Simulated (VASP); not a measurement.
A convergence study with VASP on Al (fcc): one setting is varied, all else stays as given below, so the limit is that of these other settings.

```yaml
crystal:
  lattice:
    - [0.00000, 2.02500, 2.02500]
    - [2.02500, 0.00000, 2.02500]
    - [2.02500, 2.02500, 0.00000]
  atoms:
    - { symbol: Al, position: [0.00000, 0.00000, 0.00000] }
```

All values below come from PBE GGA, VASP's PBE PAW potentials (set 64) (plane waves; VASP). The tightest run used: 550 eV cut-off, 21×21×21 Monkhorst-Pack mesh, first-order Methfessel-Paxton smearing of 0.10 eV, potentials Al.

```tsv
setting	E (eV/atom)	pressure (GPa)	irreducible k-points
1×1×1 mesh	-0.1673	0.04	1
2×2×2 mesh	-3.5296	1.67	2
3×3×3 mesh	-3.1627	-1.28	4
4×4×4 mesh	-3.6906	-0.31	10
5×5×5 mesh	-3.6842	1.33	10
6×6×6 mesh	-3.7374	-0.61	28
7×7×7 mesh	-3.7903	-1.21	20
```

Task: These are the cheaper rows. Estimate the results at 21×21×21 mesh, and how far the last row shown lies from them.

Result: 
```json
[
 {"quantity": "E (eV/atom)", "tightest run": "-3.7478", "last row shown is off by": "-0.0424"},
 {"quantity": "pressure (GPa)", "tightest run": "-0.47", "last row shown is off by": "-0.74"}
]
```

Left out are rungs that failed or repeat a setting and relaxations that didn't move; long series are thinned to 24 rows.

The compound is Al in the fcc structure. The cell was not relaxed at this level.
